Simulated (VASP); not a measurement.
Here is a VASP 6.6.1 calculation.

Contents of INCAR:

```
SYSTEM = ZrB2
ALGO = Fast
EDIFF = 1E-6
ENCUT = 520
GGA = PE
ISIF = 2
ISMEAR = -1
LASPH = .TRUE.
LCHARG = .FALSE.
LREAL = .FALSE.
LWAVE = .FALSE.
NBANDS = 16
NELM = 100
PREC = Accurate
SIGMA = 0.02
```

KPOINTS

```
k-points
0
G
  12 12 6
  0 0 0
```

File POSCAR:

```
ZrB2
1.0
    3.1701252778      0.0000000000      0.0000000000
   -1.5850626389      2.7454090237      0.0000000000
    0.0000000000      0.0000000000      3.5440922133
Zr B
1 2
Direct
    0.0000000000      0.0000000000      0.0000000000
    0.3333333333      0.6666666667      0.5000000000
    0.6666666667      0.3333333333      0.5000000000
```

Potentials or basis: VASP PAW PBE potentials, release 64 (Zr_sv, B).

Launch:

```bash
$ cat potpaw_PBE.64/Zr_sv/POTCAR potpaw_PBE.64/B/POTCAR > POTCAR
$ mpirun -np 1 vasp_std > vasp.out
```

Q: Estimate the band gap on the k mesh.

A: None (metal or under the smearing width).

Q: Predict the pressure.

A: 0.1 GPa.
